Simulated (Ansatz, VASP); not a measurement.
# BeTl: VASP beside Ansatz, part 2 of 2

Aim: how closely do two programs agree when they are given the same cell, functional and k mesh? The cell is invented: As first built, before any earlier steps moved the atoms (in the runner's words): it takes the TlHg structure with some of its atoms replaced by other elements, volume scaled by an estimate. It may not be a known or stable phase. The cell is taken from a series of VASP runs on this material, whose earlier steps may have relaxed, scaled or displaced it; both programs get it as it stands.

VASP 6.6.1 and Ansatz 0.2.0.

So far: Set-up; VASP: zone-centre phonons, RPBE.

## 3. Ansatz: zone-centre phonons, RPBE

Level of this step: Ansatz beside VASP: Kohn-Sham DFT, plane waves, RPBE (Ansatz).

Ansatz runs on its default PAW (the set named soft_2) files.

The same cell, functional, mesh and smearing now go to Ansatz, which takes its cutoff from its data sets.

File input.yaml:

```yaml
crystal:
  lattice:
    - [1.7155791945, 0.9904901065, 3.8279336988]
    - [-1.7155791945, 0.9904901065, 3.8279336988]
    - [0.0, -1.9809802129, 3.8279336988]
  atoms:
    - { symbol: Tl, position: [0.0, 0.0, 0.0] }
    - { symbol: Be, position: [0.5, 0.5, 0.5] }
hamiltonian:
  xc: rpbe
  pseudopotentials: { kind: paw }
kpoints:
  mp_grid: { grid: [9, 9, 9] }
scf:
  occupations: { method: fermi_dirac, width: 0.05 }
phonons:
  method: dfpt
  qpoints: [[0, 0, 0]]
```

Run with:

```sh
> ansatz run input.yaml --threads 4 --pin off --max-ram 9216MiB --backend cpu --events-out ev --progress --plain --runs-dir out
```

Numbers of over 12 decimals in the logs are rounded to 6 here.

Log:

```text
Engine: ansatz 0.2.0, aarch64-unknown-linux-gnu
Pseudopotentials: kind: paw
Pseudopotential: Tl, paw, valence charge 13, recommended cutoff 420 eV (normal), Tl.paw.azcp
Pseudopotential: Be, paw, valence charge 2, recommended cutoff 420 eV (normal), Be.paw.azcp
Functional definition: RPBE
  parameter kappa = 0.804
  parameter beta = 0.066725
  exchange = rpbe_x(kappa = kappa, mu = beta*pi^2/3)
  correlation = pbe_c(beta = beta)
Crystal: 2 atoms, lattice volume = 39.028 Å³
Basis set: ecut = 420 eV, 763 PW (Γ), exchange–correlation on 60×60×60 points (8 copies of the dense FFT grid, shifted against one another)
Bands: 12, of which v1, the nominal top of the filled ones, is band 8 counted from 1 (7 counted from 0)
Symmetry: 12 space group operations
k-points: 205 of 729 (irreducible under 2 space group operations, time reversal used)
Non-local potential: Tl, projectors of the file, l = 0: 2, l = 1: 2, l = 2: 2, l = 3: 1
Non-local potential: Be, projectors of the file, l = 0: 2, l = 1: 2, l = 2: 1
PAW form: soft (Blöchl's): semilocal exchange-correlation on the pseudo side does not see the compensation charge
PAW frozen core: Tl, regenerated for the run's functional, and the local potential with it (the file was generated under x = pbe(κ = 0.804, μ = 0.219515), c = pbe(β = 0.066725))
PAW frozen core: Be, regenerated for the run's functional, and the local potential with it (the file was generated under x = pbe(κ = 0.804, μ = 0.219515), c = pbe(β = 0.066725))
PAW one-centre angular grid: Tl, 590 points (default); XC on 64 Gauss nodes
PAW one-centre angular grid: Be, 110 points (default); XC on 64 Gauss nodes
Initial density: superposition of atomic densities (neutral atoms: chi_scale 0, normalization atom), corrected by the library's trained network
Initial wavefunctions: pseudopotential atomic-orbital guess
Functional: x = rpbe, c = pbe(β = 0.066725)
SCF iter   1: F=—  HF=-11551.223264 eV  |F-HF|=—  |Δ(HF+E_count)|=         —  Δρ=3.59e-3  dr2=6.71e-3  ethr=1.77e-3  ⟨swp⟩=6.0  Hψ=15235  notcnv=0
preconditioner: auto → none  [metal: Δε(μ)=0.029 eV  Ē_g=14.039 eV  σ=0.050 eV  W_gap=0.15  n_scr=8 (ndim 8)  ℏωp=23.0 eV  f_vac=0.000  D(μ)=1.07/eV (n_scr^D=8)  sad-step TF]
SCF iter   2: F=—  HF=-11551.221284 eV  |F-HF|=—  |Δ(HF+E_count)|=   1.98e-3  Δρ=1.77e-3  dr2=2.25e-3  ethr=4.48e-5  ⟨swp⟩=1.2  Hψ=4140  notcnv=0
SCF iter   3: F=—  HF=-11551.220992 eV  |F-HF|=—  |Δ(HF+E_count)|=   2.92e-4  Δρ=8.87e-4  dr2=5.08e-4  ethr=1.50e-5  ⟨swp⟩=2.2  Hψ=3077  notcnv=0  defer=1
SCF iter   4: F=—  HF=-11551.220824 eV  |F-HF|=—  |Δ(HF+E_count)|=   1.69e-4  Δρ=1.96e-4  dr2=2.24e-5  ethr=3.39e-6  ⟨swp⟩=2.8  Hψ=3956  notcnv=0
SCF iter   5: F=—  HF=-11551.220819 eV  |F-HF|=—  |Δ(HF+E_count)|=   4.77e-6  Δρ=5.02e-5  dr2=9.25e-7  ethr=1.49e-7  ⟨swp⟩=2.0  Hψ=3927  notcnv=0
SCF iter   6: F=—  HF=-11551.220819 eV  |F-HF|=—  |Δ(HF+E_count)|=   2.64e-7  Δρ=1.71e-5  dr2=1.65e-7  ethr=6.17e-9  ⟨swp⟩=2.2  Hψ=3991  notcnv=0
SCF iter   7: F=—  HF=-11551.220819 eV  |F-HF|=—  |Δ(HF+E_count)|=   5.71e-8  Δρ=3.59e-6  dr2=6.50e-9  ethr=1.10e-9  ⟨swp⟩=2.5  Hψ=3978  notcnv=0
SCF iter   8: F=—  HF=-11551.220819 eV  |F-HF|=—  |Δ(HF+E_count)|=   2.31e-9  Δρ=4.56e-7  dr2=1.16e-10  ethr=4.33e-11  ⟨swp⟩=2.5  Hψ=4032  notcnv=0
SCF iter   9: F=-11551.220819 eV  HF=-11551.220819 eV  |F-HF|=3.64e-12  |Δ(HF+E_count)|=  4.00e-11  Δρ=2.98e-8  dr2=3.77e-13  ethr=1.00e-12  ⟨swp⟩=6.0  Hψ=10241  notcnv=0
SCF 1 converged in 9 iterations: F = -11551.220819 eV  dr2 = 3.77e-13
  greatest PAW one-centre occupation: 0.961 electrons in one spin orbital (limit 2), on the Tl atom at site 0 (counted from 0), in its partial waves of l = 2
DFPT response loops at Γ: preconditioner auto → Kerker (q_TF=auto, 2.326 Å⁻¹) (partly filled bands, converged f_vac=0.000); β = 1.00, the filter's whole step (`scf.mixing.beta` (0.50) is not read by the response loops under this deck's `scf.mixing.preconditioner`; to damp them name `kerker` or `kerker_dos`, under which they read `scf.mixing.beta`, and type it under 1.00, their step now; both keys bind the ground state too); Broyden in place of MSR1
SCF converged after 9 iterations
Free energy (F): -11551.220819 eV
Harris-Foulkes:  -11551.220819 eV  (|F-HF|=3.64e-12)
Internal energy: -11551.212304 eV  (E = F + TS)
E sigma→0 (E₀):  -11551.216561 eV
Entropy (-TS):   -0.008514 eV (-4.257 meV/atom)
Fermi energy:    9.264407 eV
--- Per-component energies (eV) ---
  E_band       = 3.646110
  E_kinetic    = 351.087839
  E_local      = -985.703658  (includes V_loc(G=0)·N_el)
  E_nonlocal   = 320.701436
  E_hartree    = 376.913742
  E_xc         = -248.505343
  E_vxc        = -159.867873  (∫ρ·V_xc dr)
  E_paw        = -10240.853922  (= ΣΔE_a)
  E_vpaw       = -276.399176  (= ΣTr[D̂ρ^β])
  E_aug_tail   = 0.000034  (compensation charges beyond the density's cutoff)
  E_ewald      = -1124.944985
  E_core_change = 0.092552  (= ΣΔE_core)
  E_smearing   = -0.008514  (= −TS)
  E_closure    = 0.000000  (closes the sum)
  Σ components = -11551.220819   (vs F -11551.220819, Δ=0.00e0)
--- Band table (eV; the first three rows and the last of 205) ---
  k-point 0: bands = [... 4 lower, -2.1016, -0.8733, 8.7838, 12.1858, 14.1750, 14.1750, 19.0253, 20.3172]
  k-point 1: bands = [... 4 lower, -2.1146, -0.6438, 8.8984, 12.3976, 13.2671, 14.0724, 18.0098, 19.1698]
  k-point 2: bands = [... 4 lower, -2.1287, 0.0731, 9.1020, 11.0651, 13.2010, 13.8746, 15.9558, 17.4948]
  k-point 204: bands = [... 4 lower, -2.0797, 1.0279, 3.7311, 13.4156, 14.3262, 16.1608, 18.0509, 18.7596]
--- Phonons (Γ-DFPT): 4 representative perturbations + reference, on 205 of 729 k-points (Σ response iterations 12) ---
  k mesh reduced under 2 symmetry operations, with k and −k counted as one. Each operation leaves every solved perturbation unchanged. A smaller set is not used because it would not reduce the number of displacements times k-points to solve
  ASR residual: 4.117e-5 → 0.000e0 eV/Å²; symmetrization residual: 4.612e-6 eV/Å²
  ASR residual per site (eV/Å²): 4.07e-5 4.12e-5
  Γ frequencies (cm⁻¹): 0.00 0.00 0.00 183.69 183.69 361.54
  non-analytic LO–TO correction: not included (Born effective charges unavailable; polar crystals: no LO–TO splitting at Γ)
--- Phonons (arbitrary-q DFPT): 1 explicit q-point ---
  q = [0, 0, 0] (of the zone-centre solve; hermiticity 1.74e-6, symmetrization 5.56e-7): -0.00 0.00 0.00 183.69 183.69 361.54
  sum rule: each row above includes the acoustic sum rule's correction from the zone centre's row sums; it moved no ω² by more than (1.11 cm⁻¹)²
```

It took 12 s on 4 threads of Arm Neoverse V1, shared host; peak memory 0.56 GiB; 44 s of CPU time.

## 4. Side by side

Known differences besides the potentials themselves: the cutoff is 420 eV in Ansatz and 400 eV in VASP; Ansatz makes its cores anew for this functional, VASP keeps those of its PBE data sets; VASP leaves aspherical gradient terms in its spheres out (LASPH is not set), Ansatz keeps them. Total energies have different zeros and are not compared.

The two programs side by side:

```tsv
quantity	Ansatz	VASP	difference
optical mode 1 to 2 (cm⁻¹)	183.7	184.3	-0.31 %
optical mode 3 (cm⁻¹)	361.5	362.2	-0.17 %
```

Modes are paired by rising frequency and degeneracy, not by their patterns, so a pair may still set unlike modes beside each other.

## 5. Results

* r.m.s. difference of the optical zone-centre modes, each program's sorted by frequency (zone-centre phonons, RPBE): 0.59 cm⁻¹

In words: The r.m.s. difference of the optical zone-centre modes, each program's sorted by frequency is 0.59 cm⁻¹ (zone-centre phonons, RPBE). Such differences can come from data sets, numerical settings and the points named under the comparisons, not from the functional's error against experiment.

[Lines on the potential files, build, host, timing and source positions are cut from VASP's logs without a mark.]

[Logs are printed without paths, hosts, clocks, repeated set-up lines and the standing remarks that a program may print on its own settings, such as how far it seeks lower states.]

[Hosts, paths, dates, database ids (printed as entryN), source tags and the programs' standing remarks are cut or masked in the printed files.]
